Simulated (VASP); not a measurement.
OSZICAR of a VASP run on Ni3Fe (L1_2):

### OSZICAR
```
       N       E                     dE             d eps       ncg     rms          rms(c)
DAV:   1     0.221837653634E+03    0.22184E+03   -0.17961E+04  3816   0.211E+03
DAV:   2    -0.440574710220E+02   -0.26590E+03   -0.25591E+03  3640   0.371E+02
DAV:   3    -0.594469776107E+02   -0.15390E+02   -0.14593E+02  3752   0.124E+02
DAV:   4    -0.596653938651E+02   -0.21842E+00   -0.21795E+00  3902   0.153E+01
DAV:   5    -0.596718343140E+02   -0.64404E-02   -0.64399E-02  5196   0.210E+00    0.218E+01
DAV:   6    -0.539447873841E+02    0.57270E+01   -0.57591E+01  3926   0.136E+02    0.350E+01
DAV:   7    -0.541411810172E+02   -0.19639E+00   -0.23793E+01  4288   0.128E+02    0.252E+01
DAV:   8    -0.503547716464E+02    0.37864E+01   -0.12131E+01  4546   0.608E+01    0.619E+00
DAV:   9    -0.506792273697E+02   -0.32446E+00   -0.11585E+00  4250   0.140E+01    0.314E+00
DAV:  10    -0.506692712992E+02    0.99561E-02   -0.17155E-01  4788   0.844E+00    0.182E+00
DAV:  11    -0.506670019377E+02    0.22694E-02   -0.70834E-02  4528   0.371E+00    0.117E+00
DAV:  12    -0.506692939659E+02   -0.22920E-02   -0.10827E-02  4144   0.162E+00    0.383E-01
DAV:  13    -0.506699279465E+02   -0.63398E-03   -0.14798E-03  4944   0.616E-01    0.128E-01
DAV:  14    -0.506699815752E+02   -0.53629E-04   -0.21663E-04  4660   0.177E-01    0.812E-02
DAV:  15    -0.506700014345E+02   -0.19859E-04   -0.68502E-05  5250   0.128E-01    0.382E-02
DAV:  16    -0.506700073326E+02   -0.58981E-05   -0.25379E-05  4404   0.113E-01    0.973E-03
DAV:  17    -0.506700078974E+02   -0.56482E-06   -0.25122E-06  4350   0.269E-02    0.571E-03
DAV:  18    -0.506700081090E+02   -0.21157E-06   -0.39207E-07  3722   0.188E-02    0.234E-03
DAV:  19    -0.506700081751E+02   -0.66112E-07   -0.17721E-07  2274   0.526E-03
   1 F= -.50670008E+02 E0= -.50669885E+02  d E =-.370712E-03  mag=     5.2493
```

Problem. Which electronic solver shows in the log?

Solution. It is blocked Davidson (ALGO = Normal, or the opening steps of other solvers). The INCAR had ALGO = Normal.

Problem. How was spin treated?

Solution. Collinear spin (ISPIN = 2): the summary line carries one mag value, 5.25 μB in the cell.

Problem. Can the final energy be trusted as converged?

Solution. Self-consistency was reached. It stopped with EDIFF = 1E-7, NELM = 100 (r2SCAN meta-GGA, plane waves, VASP's PBE PAW potentials (set 64)).

The compound is Ni3Fe in the L1_2 structure. This cell is one point of a volume scan, at 1.03 of the reference volume.
